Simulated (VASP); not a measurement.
OSZICAR of a VASP run on VSe2 (a trial cell in the fluorite structure, space group Fm-3m):

File OSZICAR:
```
       N       E                     dE             d eps       ncg     rms          rms(c)
DAV:   1     0.175943986757E+03    0.17594E+03   -0.10878E+04  1120   0.116E+03
DAV:   2    -0.191827344902E+01   -0.17786E+03   -0.17538E+03  1155   0.336E+02
DAV:   3    -0.143586944390E+02   -0.12440E+02   -0.11795E+02  1376   0.752E+01
DAV:   4    -0.145921533808E+02   -0.23346E+00   -0.22020E+00  1246   0.983E+00
DAV:   5    -0.145940882850E+02   -0.19349E-02   -0.19322E-02  1367   0.931E-01    0.196E+01
DAV:   6    -0.174524682337E+02   -0.28584E+01   -0.10272E+02  1282   0.597E+01    0.239E+01
DAV:   7    -0.125273274882E+02    0.49251E+01   -0.45359E+01  1376   0.539E+01    0.638E+00
DAV:   8    -0.132283864904E+02   -0.70106E+00   -0.24120E+00  1181   0.828E+00    0.387E+00
DAV:   9    -0.132748837140E+02   -0.46497E-01   -0.31117E-01  1219   0.337E+00    0.144E+00
DAV:  10    -0.132939749557E+02   -0.19091E-01   -0.37539E-02  1162   0.171E+00    0.741E-01
DAV:  11    -0.132956104518E+02   -0.16355E-02   -0.35740E-03  1332   0.478E-01    0.230E-01
DAV:  12    -0.132955243589E+02    0.86093E-04   -0.18885E-03  1258   0.293E-01    0.105E-01
DAV:  13    -0.132956568860E+02   -0.13253E-03   -0.80513E-04  1386   0.206E-01    0.530E-02
DAV:  14    -0.132956983245E+02   -0.41439E-04   -0.98347E-05  1305   0.601E-02    0.358E-02
DAV:  15    -0.132956916346E+02    0.66900E-05   -0.39032E-05  1277   0.409E-02    0.152E-02
DAV:  16    -0.132956921368E+02   -0.50222E-06   -0.33162E-05  1322   0.351E-02    0.678E-03
DAV:  17    -0.132956921302E+02    0.66357E-08   -0.25009E-06  1050   0.154E-02
   1 F= -.13295692E+02 E0= -.13294737E+02  d E =-.190961E-02  mag=     2.2544
```

Problem. Which electronic solver shows in the log?

Solution. It is blocked Davidson (ALGO = Normal, or the opening steps of other solvers). The INCAR had ALGO = Normal.

Problem. How was spin treated?

Solution. Collinear spin (ISPIN = 2): the summary line carries one mag value, 2.25 μB in the cell.

Problem. Can the final energy be trusted as converged?

Solution. The run converged. It stopped with EDIFF = 1E-6, NELM = 100 (PBE GGA + U (Dudarev), plane waves, VASP's PBE PAW potentials (set 64)). The moments were started parallel, and other spin orders were not tried in this run.

The structure was generated: VSe2 was put into the fluorite type (Fm-3m), which need not be its known phase. The cell was not relaxed at this level. The k-mesh is coarse (spacing up to 0.30 per Å, 2π included), so the numbers may not be converged in it. The run is one of a series of settings (LDAU = .TRUE., LDAUJ = 0 0, LDAUL = 2 -1, LDAUTYPE = 2, LDAUU = 5.0 0, LMAXMIX = 2 against the base run), some of them coarse on purpose.
